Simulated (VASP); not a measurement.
Here is the system:

```
CELL_PARAMETERS angstrom
      0.00000     1.78662     1.78662
      1.78662     0.00000     1.78662
      1.78662     1.78662     0.00000
ATOMIC_POSITIONS crystal
  C  0.50000 0.50000 0.50000
  C  0.75000 0.75000 0.75000
```

Method: PBE GGA, VASP's PBE PAW potentials (set 64) (plane waves; VASP). Settings: PREC = Normal, EDIFF = 1E-5, 450 eV cut-off, 14×14×14 Γ-centred mesh, Gaussian smearing of 0.050 eV, potentials C.

Task: What does the run give for the energy per atom (σ→0)?

Result: 
```yaml
energy per atom (σ→0): -9.095 eV/atom
```

The compound is C in the diamond structure. It was relaxed first.
